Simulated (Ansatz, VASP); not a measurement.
## CsSrF3: VASP beside Ansatz

INCAR

```
PREC = Accurate ; ENCUT = 520
EDIFF = 1E-6 ; ISMEAR = 0
SIGMA = 0.05 ; LREAL = F
LASPH = T ; NELM = 80
ALGO = Normal ; ISIF = 2
LWAVE = F ; LCHARG = T
GGA = CA ; LELF = T
LVHAR = T ; NBANDS = 28
```

KPOINTS

```
Automatic mesh
0
Gamma
  6 6 6
```

Contents of POSCAR:

```
CsSrF3
1.0
    4.7632470100      0.0000000000      0.0000000000
    0.0000000000      4.7632470100      0.0000000000
    0.0000000000      0.0000000000      4.7632470100
Cs Sr F
1 1 3
Direct
    0.0000000000      0.0000000000      0.0000000000
    0.5000000000      0.5000000000      0.5000000000
    0.0000000000      0.5000000000      0.5000000000
    0.5000000000      0.0000000000      0.5000000000
    0.5000000000      0.5000000000      0.0000000000
```

Input for Ansatz:

```yaml
crystal:
  lattice:
    - [4.76324701, 0.0, 0.0]
    - [0.0, 4.76324701, 0.0]
    - [0.0, 0.0, 4.76324701]
  atoms:
    - { symbol: Cs, position: [0.0, 0.0, 0.0] }
    - { symbol: Sr, position: [0.5, 0.5, 0.5] }
    - { symbol: F, position: [0.0, 0.5, 0.5] }
    - { symbol: F, position: [0.5, 0.0, 0.5] }
    - { symbol: F, position: [0.5, 0.5, 0.0] }
basis:
  ecutwfc: 420
kpoints:
  mp_grid: { grid: [6, 6, 6] }
hamiltonian:
  xc: lda
scf:
  occupations: { method: gaussian, width: 0.05 }
output:
  forces: true
  stress: true
  eigenvalues: true
```

The cell comes from a database or a generator and needn't be the stable form of this composition.

Alike in both runs: task single point; functional LDA; k mesh 6 × 6 × 6; occupations gaussian, width 0.05 eV; no spin polarisation.

|  | VASP | Ansatz |
| --- | --- | --- |
| version | VASP 6.6.1 | Ansatz 0.2.0 |
| potentials or method | VASP PAW LDA potentials, release 64 (Cs_sv, Sr_sv, F) | scalar-relativistic, plane waves, PAW |
| plane-wave cutoff (eV) | 520 | 420 |
| valence electrons in the cell | 40 | 40 |

|  | VASP | Ansatz | Ansatz less VASP |
| --- | --- | --- | --- |
| gap on the k mesh at the Fermi level (eV) | 6.03 | 6.06 | +0.024 |
| least direct gap on the mesh (eV) | 6.03 | 6.06 | +0.024 |
| pressure (GPa) | -3.0 | -3.3 | -0.24 |

Caveats: spin-orbit coupling is left out, which moves the levels of the heavy elements. A k mesh can miss the band edges.
